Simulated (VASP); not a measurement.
The system is SnSe.

```xyz
2
Lattice="0.0000 3.0100 3.0100 3.0100 0.0000 3.0100 3.0100 3.0100 0.0000" Properties=species:S:1:pos:R:3 pbc="T T T"
Sn    0.0000    0.0000    0.0000
Se    3.0100    3.0100    3.0100
```

Measurements of this composition are mostly on another form, of space group No. 62.

Base run:

- Program: VASP 6.6.1
- Functional: LDA
- Potentials or basis: VASP PAW LDA potentials, release 64 (Sn_d, Se)
- Cutoff: 520 eV
- k mesh: 10 × 10 × 10
- Occupations: gaussian, width 0.05 eV
- Spin: no spin polarisation

Its results: band gap on the k mesh 0.52 eV, indirect (least direct gap 0.63 eV); pressure -3.2 GPa.

Problem. The run is repeated on the same cell with these changes: k mesh from 10 × 10 × 10 to 8 × 8 × 8; further incar settings from ALGO = Fast; EDIFF = 1e-07; NBANDS = 17 to ALGO = Normal; EDIFF = 1e-07; NBANDS = 17. What comes out?

Solution. Band gap on the k mesh 0.63 eV, direct; pressure -3.3 GPa.

Caveats: spin-orbit coupling is left out, which moves the levels of the heavy elements.

A k mesh can miss the band edges.
